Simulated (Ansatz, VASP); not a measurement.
**Cd (Cd(10-10)): VASP beside Ansatz**

One calculation is typed for both programs; each brings its own data sets and cutoff. How far apart do they land? The structure shown is the end of the VASP relaxation below.

Main program and level: Ansatz 0.2.0; plane waves, with VASP 6.6.1 beside it; single point at PBEsol.

**1. Set-up**

The cell holds 12 atoms: 12 Cd. Cell: a = 2.938 Å, b = 5.616 Å, c = 28.568 Å, α = 90.0°, β = 90.0°, γ = 90.0°. It derives from Cd. As first built, before any earlier steps moved the atoms: 12 layers of hcp Cd, cut at this functional's lattice. Vacuum lies along c.

**2. VASP: relaxation, PBEsol**

This run makes the geometry at which the two programs are then compared.

Lines of VASP's logs that name or quote its potential files are left out, and so is its time.

Contents of INCAR:

```
SYSTEM = Cd
PREC = Normal
ENCUT = 320
EDIFF = 1E-05
NELM = 120
ISMEAR = 1
SIGMA = 0.15
LREAL = .FALSE.
ALGO = Fast
GGA = PS
NBANDS = 89
LORBIT = 11
LWAVE = .FALSE.
LCHARG = .FALSE.
KPAR = 4
IBRION = 2
NSW = 40
ISIF = 2
EDIFFG = -0.03
POTIM = 0.4
MAXMIX = 40
```

Contents of POSCAR:

```
Cd
1.0
    2.9375256713      0.0000000000      0.0000000000
    0.0000000000      5.6163100897      0.0000000000
    0.0000000000      0.0000000000     28.5678498966
Cd
12
Direct
    0.0000000000      0.0000000000      0.2625328800
    0.5000000000      0.0000000000      0.3515830500
    0.5000000000      0.5000000000      0.2922162700
    0.0000000000      0.0000000000      0.4406332200
    0.0000000000      0.5000000000      0.3812664400
    0.5000000000      0.0000000000      0.5296833900
    0.5000000000      0.5000000000      0.4703166100
    0.0000000000      0.0000000000      0.6187335600
    0.0000000000      0.5000000000      0.5593667800
    0.5000000000      0.0000000000      0.7077837300
    0.5000000000      0.5000000000      0.6484169500
    0.0000000000      0.5000000000      0.7374671200
```

Contents of KPOINTS:

```
Automatic mesh
0
Gamma
10 6 1
0 0 0
```

PAW data sets: Cd (PBE family, release 64).

Launch:

```
mpirun -np 4 vasp_std
```

Numbers of over 12 decimals in the logs are rounded to 6 here.

The log of the run:

```text
[banner, memory and clock lines left out]
running    4 mpi-ranks, on    1 nodes
 distrk:  each k-point on    1 cores,    4 groups
 distr:  one band on    1 cores,    1 groups

 POSCAR found type information on POSCAR Cd
 POSCAR found :  1 types and      12 ions
|                                                                             |
|               ----> ADVICE to this user running VASP <----                  |
|                                                                             |
|     You enforced a specific xc type in the INCAR file but a different       |
|     [... a line on the potential file left out ...]
|     I HOPE YOU KNOW WHAT YOU ARE DOING!                                     |
|                                                                             |

 LDA part: xc-table for (Slater+PW92), standard interpolation
 POSCAR, INCAR and KPOINTS ok, starting setup
 FFT: planning ... GRIDC
 FFT: planning ... GRID_SOFT
 FFT: planning ... GRID
 WAVECAR not read
 entering main loop
       N       E                     dE             d eps       ncg     rms          rms(c)
DAV:   1     0.815111671522E+03    0.81511E+03   -0.57220E+04  4864   0.101E+03
DAV:   2     0.126856542983E+02   -0.80243E+03   -0.78353E+03  4571   0.329E+02
DAV:   3    -0.138088519749E+02   -0.26495E+02   -0.26237E+02  4789   0.655E+01
DAV:   4    -0.139650438721E+02   -0.15619E+00   -0.15594E+00  4588   0.429E+00
DAV:   5    -0.139674178145E+02   -0.23739E-02   -0.23738E-02  5007   0.420E-01    0.114E+01
RMM:   6    -0.130687220688E+02    0.89870E+00   -0.24696E+00  4272   0.697E+00    0.915E+00
RMM:   7    -0.129901017876E+02    0.78620E-01   -0.35806E-01  4272   0.180E+00    0.425E+00
RMM:   8    -0.130329639404E+02   -0.42862E-01   -0.71054E-02  4273   0.128E+00    0.952E-01
RMM:   9    -0.129715074869E+02    0.61456E-01   -0.15928E-02  4294   0.380E-01    0.173E-01
RMM:  10    -0.129717075987E+02   -0.20011E-03   -0.11562E-03  4295   0.115E-01    0.653E-02
RMM:  11    -0.129718417586E+02   -0.13416E-03   -0.22259E-04  4280   0.713E-02    0.132E-02
RMM:  12    -0.129718521470E+02   -0.10388E-04   -0.28162E-05  2785   0.167E-02    0.751E-03
RMM:  13    -0.129718638242E+02   -0.11677E-04   -0.89064E-06  2605   0.108E-02    0.606E-03
RMM:  14    -0.129718673901E+02   -0.35660E-05   -0.22816E-06  2484   0.558E-03
   1 F= -.12971867E+02 E0= -.12970720E+02  d E =-.129719E+02
[... from here on, the cycles between the ionic steps are left out ...]
   2 F= -.12992798E+02 E0= -.12991679E+02  d E =-.209304E-01
   3 F= -.13037297E+02 E0= -.13036364E+02  d E =-.654299E-01
  11 F= -.13349397E+02 E0= -.13347965E+02  d E =-.166518E+00
  12 F= -.13358296E+02 E0= -.13356698E+02  d E =-.889910E-02
  13 F= -.13367325E+02 E0= -.13365296E+02  d E =-.179282E-01
  14 F= -.13375559E+02 E0= -.13373514E+02  d E =-.823397E-02
  15 F= -.13376714E+02 E0= -.13374666E+02  d E =-.938914E-02
  16 F= -.13377561E+02 E0= -.13375515E+02  d E =-.102355E-01
  17 F= -.13377301E+02 E0= -.13375252E+02  d E =-.997541E-02
  18 F= -.13377522E+02 E0= -.13375475E+02  d E =-.101968E-01
  19 F= -.13377468E+02 E0= -.13375420E+02  d E =-.101430E-01
  20 F= -.13380660E+02 E0= -.13378511E+02  d E =-.319192E-02
 trial-energy change:   -0.003192  1 .order   -0.003358   -0.004798   -0.001917
 step:   8.9539(harm=  8.9539)  dis= 0.03684  next Energy=   -13.381464 (dE=-0.400E-02)
 bond charge predicted
       N       E                     dE             d eps       ncg     rms          rms(c)
DAV:   1    -0.133794339443E+02    0.12315E-02   -0.64511E+00  4274   0.834E+00    0.148E-01
RMM:   2    -0.133815100912E+02   -0.20761E-02   -0.20018E-02  4274   0.541E-01    0.566E-02
RMM:   3    -0.133817351931E+02   -0.22510E-03   -0.22974E-03  4371   0.173E-01    0.487E-02
RMM:   4    -0.133817635206E+02   -0.28327E-04   -0.28350E-04  4216   0.588E-02    0.549E-02
RMM:   5    -0.133817713481E+02   -0.78276E-05   -0.57520E-05  3476   0.265E-02
  21 F= -.13381771E+02 E0= -.13379577E+02  d E =-.430302E-02
 curvature:  -6.61 expect dE=-0.875E-03 dE for cont linesearch -0.350E-05
 trial: gam= 0.14789 g(F)=  0.132E-03 g(S)=  0.000E+00 ort =-0.264E-04 (trialstep = 0.609E+01)
 search vector abs. value=  0.153E-03
 reached required accuracy - stopping structural energy minimisation
```

Parts of OUTCAR (step 2):

```text
ion  position               nearest neighbor table
   1  0.000  0.000  0.263-   2 2.94   2 2.94   3 3.28   3 3.28   3 3.28   3 3.28
   2  0.500  0.000  0.352-   1 2.94   4 2.94   1 2.94   4 2.94   5 3.28   5 3.28   5 3.28   5 3.28
                             3 3.28   3 3.28
   3  0.500  0.500  0.292-   5 2.94   5 2.94   1 3.28   1 3.28   1 3.28   1 3.28   2 3.28   2 3.28

  LATTYP: Found a simple orthorhombic cell.
 ALAT       =     2.9375256713
 B/A-ratio  =     1.9119186411
 C/A-ratio  =     9.7251405071

 Subroutine GETGRP returns: Found  8 space group operations
 (whereof  4 operations were pure point group operations)

The static configuration has the point symmetry C_2v.
 The point group associated with its full space group is D_2h.

 Found     24 irreducible k-points:

   k-points           NKPTS =     24   k-points in BZ     NKDIM =     24   number of bands    NBANDS=     89

   dimension x,y,z NGX =    14 NGY =   28 NGZ =  126
   dimension x,y,z NGXF=    28 NGYF=   56 NGZF=  252

   ENCUT  =  320.0 eV  23.52 Ry    4.85 a.u.   4.28  8.19 41.67*2*pi/ulx,y,z

   NELECT =     144.0000    total number of electrons

 k-points in reciprocal lattice and weights: Automatic mesh
   0.00000000  0.00000000  0.00000000       0.017
   0.10000000  0.00000000  0.00000000       0.033
   0.20000000  0.00000000  0.00000000       0.033
   0.30000000  0.00000000  0.00000000       0.033
   0.40000000  0.00000000  0.00000000       0.033
   0.50000000  0.00000000  0.00000000       0.017
   0.00000000  0.16666667  0.00000000       0.033
   0.10000000  0.16666667  0.00000000       0.067
   0.20000000  0.16666667  0.00000000       0.067
[...]
0.40000000  0.50000000  0.00000000       0.033
   0.50000000  0.50000000  0.00000000       0.017

 average (electrostatic) potential at core
       1 -42.1485       2 -42.2982       3 -42.1410       4 -42.3542       5 -42.2970
       6 -42.3576       7 -42.3576       8 -42.2970       9 -42.3542      10 -42.1410
      11 -42.2982      12 -42.1485

 E-fermi :  -0.3843

 k-point     1 :       0.0000    0.0000    0.0000
  band No.  band energies     occupation
    ...
     72      -2.1755      2.00000
     73      -1.6868      2.00000
     74      -1.4882      2.00000
     75      -0.8068      2.00050
     76      -0.4279      1.46973
     77      -0.0237     -0.00352
     78       0.1536     -0.00000
     79       1.0126     -0.00000
     80       1.3118     -0.00000
     81       1.8588     -0.00000
    ...

 k-point     2 :       0.1000    0.0000    0.0000
  band No.  band energies     occupation
    ...
     71      -2.0886      2.00000
     72      -1.8978      2.00000
     73      -1.4071      2.00000
     74      -1.3131      2.00000
     75      -0.5349      2.05104
     76      -0.2253     -0.06064
     77       0.1656     -0.00000
     78       0.4245     -0.00000
     79       1.2913     -0.00000
     80       1.4833     -0.00000
    ...

 k-point     3 :       0.2000    0.0000    0.0000
  band No.  band energies     occupation
    ...
     70      -1.6294      2.00000
     71      -1.3532      2.00000
     72      -1.1133      2.00000
     73      -0.7931      2.00080
     74      -0.6241      2.04629
     75       0.2317     -0.00000
     76       0.3526     -0.00000
     77       0.7372     -0.00000
     78       1.1920     -0.00000
     79       1.9872     -0.00000
    ...

  Total       -4.5285531     -6.3292065     -1.2468554      0.0000000      0.0000000      0.0000000
  in kB      -15.3942929    -21.5154060     -4.2385408      0.0000000      0.0000000      0.0000000
  external PRESSURE =     -13.7160799 kB  Pullay stress =       0.0000000 kB

  energy-cutoff  :      320.00
  volume of cell :      471.31
      direct lattice vectors                 reciprocal lattice vectors
     2.937525671  0.000000000  0.000000000     0.340422557  0.000000000  0.000000000
     0.000000000  5.616310090  0.000000000     0.000000000  0.178052847  0.000000000
     0.000000000  0.000000000 28.567849897     0.000000000  0.000000000  0.035004384

 POSITION                                       TOTAL-FORCE (eV/Angst)
 -----------------------------------------------------------------------------------
      0.00000      0.00000      7.58151         0.000000      0.000000      0.029328
      1.46876      0.00000     10.28133         0.000000      0.000000      0.024110
      1.46876      2.80816      7.64369         0.000000      0.000000     -0.002034
      0.00000      0.00000     12.92239         0.000000      0.000000     -0.004145
      0.00000      2.80816     10.35062         0.000000      0.000000      0.005161
      1.46876      0.00000     15.57438         0.000000      0.000000     -0.015049
      1.46876      2.80816     12.99347         0.000000      0.000000      0.015049
      0.00000      0.00000     18.21723         0.000000      0.000000     -0.005161
      0.00000      2.80816     15.64546         0.000000      0.000000      0.004145
      1.46876      0.00000     20.92416         0.000000      0.000000      0.002034
      1.46876      2.80816     18.28652         0.000000      0.000000     -0.024110
      0.00000      2.80816     20.98634         0.000000      0.000000     -0.029328
 -----------------------------------------------------------------------------------
    total drift:                                0.000000      0.000000     -0.000000

  FREE ENERGIE OF THE ION-ELECTRON SYSTEM (eV)
  ---------------------------------------------------
  free  energy   TOTEN  =       -13.3817713481 eV

  energy  without entropy=      -13.3751876901  energy(sigma->0) =      -13.37957680

 reached required accuracy - stopping structural energy minimisation

 total charge
# of ion       s       p       d       tot
------------------------------------------
    1        0.549   0.251   9.462  10.262
    2        0.544   0.293   9.457  10.294
    3        0.549   0.251   9.462  10.262
    4        0.538   0.302   9.455  10.295
    5        0.543   0.294   9.457  10.293
    6        0.537   0.302   9.455  10.295
    7        0.537   0.302   9.455  10.295
    8        0.543   0.294   9.457  10.293
    9        0.538   0.302   9.455  10.295
   10        0.549   0.251   9.462  10.262
   11        0.544   0.293   9.457  10.294
   12        0.549   0.251   9.462  10.262
--------------------------------------------------
tot          6.519   3.388 113.494 123.401

[... 3 further parts left out ...]
```

**3. Ansatz: single point, PBEsol**

Ansatz runs on its default PAW (the set named soft_2) files.

The same cell, functional, mesh and smearing now go to Ansatz, which takes its cutoff from its data sets.

Contents of input.yaml:

```yaml
crystal:
  lattice:
    - [2.93752567, 0.0, 0.0]
    - [0.0, 5.61631009, 0.0]
    - [0.0, 0.0, 28.5678499]
  atoms:
    - { symbol: Cd, position: [0.0, 0.0, 0.26538615] }
    - { symbol: Cd, position: [0.5, 0.0, 0.35989149] }
    - { symbol: Cd, position: [0.5, 0.5, 0.26756258] }
    - { symbol: Cd, position: [0.0, 0.0, 0.45234034] }
    - { symbol: Cd, position: [0.0, 0.5, 0.36231698] }
    - { symbol: Cd, position: [0.5, 0.0, 0.54517158] }
    - { symbol: Cd, position: [0.5, 0.5, 0.45482842] }
    - { symbol: Cd, position: [0.0, 0.0, 0.63768302] }
    - { symbol: Cd, position: [0.0, 0.5, 0.54765966] }
    - { symbol: Cd, position: [0.5, 0.0, 0.73243742] }
    - { symbol: Cd, position: [0.5, 0.5, 0.64010851] }
    - { symbol: Cd, position: [0.0, 0.5, 0.73461385] }
hamiltonian:
  xc: pbesol
  pseudopotentials: { kind: paw }
kpoints:
  mp_grid: { grid: [10, 6, 1] }
scf:
  occupations: { method: methfessel_paxton, width: 0.15 }
  n_extra_bands: 7
output:
  forces: true
  eigenvalues: true
```

Launch:

```
ansatz run input.yaml --threads 4 --pin off --max-ram 9216MiB --backend cpu --events-out ev --progress --plain --runs-dir out
```

The log of the run:

```text
scf.n_extra_bands = 7 over 120 filled bands (N_el = 240.0): the run solves 127 bands
Engine: ansatz 0.2.0, aarch64-unknown-linux-gnu
Pseudopotentials: kind: paw
Pseudopotential: Cd, paw, valence charge 20, recommended cutoff 420 eV (normal), Cd.paw.azcp
Functional definition: PBEsol
  exchange = pbesol_x
  correlation = pbesol_c
Crystal: 12 atoms, lattice volume = 471.314 Å³
Basis set: ecut = 420 eV, 9213 PW (Γ), exchange–correlation on 40×80×384 points (8 copies of the dense FFT grid, shifted against one another)
Bands: 127, of which v1, the nominal top of the filled ones, is band 120 counted from 1 (119 counted from 0)
Symmetry: 8 space group operations
Space group: Pmma (ITA 51), of the structure as read, at distance tolerance 7.8e-5 Å
k-points: 24 of 60
Non-local potential: Cd, projectors of the file, l = 0: 3, l = 1: 2, l = 2: 2, l = 3: 1
PAW form: soft (Blöchl's): semilocal exchange-correlation on the pseudo side does not see the compensation charge
PAW frozen core: Cd, regenerated for the run's functional, and the local potential with it (the file was generated under x = pbe(κ = 0.804, μ = 0.219515), c = pbe(β = 0.066725))
PAW one-centre angular grid: Cd, 590 points (default); XC on 64 Gauss nodes
Initial density: superposition of atomic densities (neutral atoms: chi_scale 0, normalization atom), corrected by the library's trained network
Initial wavefunctions: pseudopotential atomic-orbital guess
Functional: x = pbesol(κ = 0.804, μ = 0.123457), c = pbesol(β = 0.046)
SCF iter   1: F=—  HF=-98207.678889 eV  |F-HF|=—  |Δ(HF+E_count)|=         —  Δρ=3.88e-3  dr2=7.85e-2  ethr=1.77e-3  ⟨swp⟩=6.1  Hψ=11346  notcnv=0
preconditioner: auto → LDOS  [metal: Δε(μ)=0.015 eV  Ē_g=9.458 eV  σ=0.150 eV  W_gap=0.09  n_scr=112 (ndim 8)  ℏωp=20.5 eV  f_vac=0.420  D(μ)=5.16/eV (n_scr^D=26)  β→1.0]
SCF iter   2: F=—  HF=-98207.677198 eV  |F-HF|=—  |Δ(HF+E_count)|=   1.69e-3  S|Δr|=    0.00e0  Δρ=5.22e-3  dr2=9.25e-2  ethr=3.27e-5  ⟨swp⟩=2.8  Hψ=7272  notcnv=0  defer=1
SCF iter   3: F=—  HF=-98207.645442 eV  |F-HF|=—  |Δ(HF+E_count)|=   3.18e-2  S|Δr|=    0.00e0  Δρ=6.09e-4  dr2=1.31e-3  ethr=3.27e-5  ⟨swp⟩=2.1  Hψ=5667  notcnv=0  defer=1
SCF iter   4: F=—  HF=-98207.645075 eV  |F-HF|=—  |Δ(HF+E_count)|=   3.68e-4  S|Δr|=    0.00e0  Δρ=8.47e-5  dr2=1.05e-4  ethr=5.45e-7  ⟨swp⟩=2.4  Hψ=5720  notcnv=0  defer=1
SCF iter   5: F=—  HF=-98207.645107 eV  |F-HF|=—  |Δ(HF+E_count)|=   3.20e-5  S|Δr|=    0.00e0  Δρ=4.45e-5  dr2=1.26e-5  ethr=4.38e-8  ⟨swp⟩=2.0  Hψ=4760  notcnv=0  defer=1
SCF iter   6: F=—  HF=-98207.645231 eV  |F-HF|=—  |Δ(HF+E_count)|=   1.25e-4  S|Δr|=    0.00e0  Δρ=8.23e-6  dr2=3.83e-7  ethr=5.24e-9  ⟨swp⟩=2.0  Hψ=4754  notcnv=0  defer=1
SCF iter   7: F=-98207.645231 eV  HF=-98207.645231 eV  |F-HF|=1.01e-8  |Δ(HF+E_count)|=   1.07e-7  S|Δr|=    0.00e0  Δρ=4.24e-6  dr2=8.19e-8  ethr=4.17e-11  ⟨swp⟩=9.2  Hψ=14817  notcnv=0
SCF 1 converged in 7 iterations: F = -98207.645231 eV  dr2 = 8.19e-8
  greatest PAW one-centre occupation: 1.000 electrons in one spin orbital (limit 2), on the Cd atom at site 8 (counted from 0), in its partial waves of l = 0
SCF converged after 7 iterations
Stability not checked: this state was not tested for a lower state beside it, because cold or Methfessel-Paxton smearing, or corrected tetrahedra, fill the levels in a way that the test cannot read (fill_not_monotonic; see scf.lower_state_search)
Free energy (F): -98207.645231 eV
Harris-Foulkes:  -98207.645231 eV  (|F-HF|=1.01e-8)
Internal energy: -98207.638558 eV  (E = F + TS)
E sigma→0 (E₀):  -98207.643563 eV
Entropy (-TS):   -0.006674 eV (-0.556 meV/atom)
Fermi energy:    6.060290 eV
--- Per-component energies (eV) ---
  E_band       = -6731.209818
  E_kinetic    = 6054.735721
  E_local      = -336433.992305  (includes V_loc(G=0)·N_el)
  E_nonlocal   = 422.103065
  E_hartree    = 166167.285461
  E_xc         = -2106.442986
  E_vxc        = -2653.674409  (∫ρ·V_xc dr)
  E_paw        = -48152.171869  (= ΣΔE_a)
  E_vpaw       = -6454.879631  (= ΣTr[D̂ρ^β])
  E_aug_tail   = 0.000143  (compensation charges beyond the density's cutoff)
  E_ewald      = 115836.740697
  E_core_change = 4.103516  (= ΣΔE_core)
  E_smearing   = -0.006674  (= −TS)
  E_closure    = -0.000000  (closes the sum)
  Σ components = -98207.645231   (vs F -98207.645231, Δ=0.00e0)
--- Forces (eV/Å), atoms counted from 1 ---
  atom   1  Cd     0.00000000     0.00000000     0.05066192
  atom   2  Cd     0.00000000     0.00000000     0.03164172
  atom   3  Cd     0.00000000     0.00000000     0.02001538
  atom   4  Cd     0.00000000     0.00000000     0.01161406
  atom   5  Cd     0.00000000     0.00000000     0.01424718
  atom   6  Cd     0.00000000     0.00000000    -0.00151112
  atom   7  Cd     0.00000000     0.00000000     0.00151112
  atom   8  Cd     0.00000000     0.00000000    -0.01424718
  atom   9  Cd     0.00000000     0.00000000    -0.01161406
  atom  10  Cd     0.00000000     0.00000000    -0.02001538
  atom  11  Cd     0.00000000     0.00000000    -0.03164172
  atom  12  Cd     0.00000000     0.00000000    -0.05066192
  max |Σ_I F_I| component: 0.00e0 eV/Å
--- Band table (eV; the first three rows and the last of 24) ---
  k-point 0: bands = [... 116 lower, 3.6874, 3.9865, 4.2104, 4.2714, 4.7598, 4.9576, 5.6368, 6.0143, ... 3 higher]
  k-point 1: bands = [... 116 lower, 3.0047, 3.5934, 4.4531, 4.6990, 5.3992, 5.8339, 6.0893, 6.4968, ... 3 higher]
  k-point 2: bands = [... 116 lower, 2.2385, 3.3635, 3.4301, 4.8838, 4.9717, 6.6662, 6.9828, 7.6553, ... 3 higher]
  k-point 23: bands = [... 116 lower, 5.0398, 5.0398, 5.0695, 5.0695, 6.7859, 6.7859, 6.7959, 6.7959, ... 3 higher]
```

It took 21 s on 4 threads of Arm Neoverse V1, shared host; peak memory 2 GiB.

The column dr2 measures how far the density is from self-consistency, as an energy; F and HF (Harris–Foulkes) agree once it is small.

**4. Side by side**

Known differences besides the PAW data sets themselves: the data sets hold 240 valence electrons in Ansatz (default PAW (the set named soft_2) files) and 144 in VASP; the cutoff is 420 eV in Ansatz and 320 eV in VASP (PREC = Normal); Ansatz makes its cores anew for this functional, VASP keeps those of its PBE data sets; VASP leaves aspherical gradient terms in its spheres out (LASPH is not set), Ansatz keeps them. Total energies have different zeros and are not compared.

At this near-relaxed geometry the largest component of a force difference is 22 meV/Å.

**5. Results**

| Property | Result |
| --- | --- |
| r.m.s. force difference (single point, PBEsol) | 9.2 meV/Å |

The r.m.s. force difference is 9.2 meV/Å (single point, PBEsol), within the 12 meV/Å picked in this series as the mark of a large difference. Differences of this kind measure data sets and numerical settings, not the functional's error against experiment.

[Lines on the potential files, build, host, timing and source positions are cut from VASP's logs without a mark.]

[Logs are printed without paths, hosts, clocks, repeated set-up lines and the standing remarks that a program may print on its own settings, such as how far it seeks lower states.]

[Hosts, paths, dates, database ids (printed as entryN), source tags and the programs' standing remarks are cut or masked in the printed files.]
